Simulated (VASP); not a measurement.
Write the native input for VASP 6.6.1 that does the following.

```
Task                   : single point
Functional             : PBE
Potentials or basis    : VASP PAW PBE potentials, release 64 (Si, Zr_sv)
Cutoff                 : 520 eV
k mesh                 : 2 × 2 × 2
Occupations            : methfessel-paxton, width 0.15 eV
Spin                   : no spin polarisation
Dipole correction      : no
Further INCAR settings : LREAL = Auto; ALGO = Fast; EDIFF = 1e-06; NBANDS = 95
```

The structure of Zr8Si15 (a cell with a defect) lies in POSCAR:

```
Zr8Si15
1.0
    7.4500540000      0.0000002500      0.0000000000
    1.8625137500     -7.3899729400      0.0000000000
    0.0000000000      0.0000000000     -7.3499200000
Si Zr
15 8
Direct
    0.1215618122      0.4994786937      0.1217455428
    0.2237517094      0.1055501911      0.3733163082
    0.2774577642      0.8885119232      0.1248891144
    0.3727217815      0.4998049551      0.8790946024
    0.1251668573      0.4973628538      0.6203248471
    0.2225896184      0.1000504415      0.8761338899
    0.2815618246      0.8881642901      0.6214301652
    0.8782654331      0.5017332607      0.3735674674
    0.6243825929      0.4985965694      0.1220381991
    0.7210267900      0.1112601070      0.3788325587
    0.7788539333      0.8990763902      0.1212622722
    0.8786811709      0.4997347419      0.8752102064
    0.4358678262      0.4999915614      0.4354101813
    0.7216157157      0.1116077403      0.8701900157
    0.7771367660      0.8883736446      0.6236946797
    0.0534040553      0.7896966688      0.3741346845
    0.4476232630      0.2115434149      0.1254016370
    0.0529078653      0.7913206260      0.8721474519
    0.4411896100      0.2017276819      0.6293943335
    0.5559496404      0.7993982098      0.3654792161
    0.9471020917      0.2089285373      0.1250776879
    0.5523745731      0.7897077818      0.8783223491
    0.9546105460      0.2091189306      0.6229499097
```

One way to write it, as run:

INCAR

```
SYSTEM = Zr8Si15
ALGO = Fast
EDIFF = 1E-6
ENCUT = 520
GGA = PE
ISIF = 2
ISMEAR = 1
LASPH = .TRUE.
LCHARG = .TRUE.
LELF = .TRUE.
LREAL = Auto
LVHAR = .TRUE.
LWAVE = .FALSE.
NBANDS = 95
NELM = 80
PREC = Accurate
SIGMA = 0.15
```

KPOINTS

```
k-points
0
G
  2 2 2
  0 0 0
```

Potentials or basis: VASP PAW PBE potentials, release 64 (Si, Zr_sv).

The run is started by

```sh
$ cat potpaw_PBE.64/Si/POTCAR potpaw_PBE.64/Zr_sv/POTCAR > POTCAR
$ mpirun -np 1 vasp_std > vasp.out
```

Results of the run:

* Pressure: -0.8 GPa
* Largest force: 0.961 eV/Å
* Band gap on the k mesh: none (metal or under the smearing width)

Caveat: the k mesh is coarse (spacing up to 0.43 Å⁻¹), so the values aren't converged.

It took 11 min on 1 thread of AMD EPYC 9R45 (Zen 5), on a shared host, peak memory 0.5 GiB.
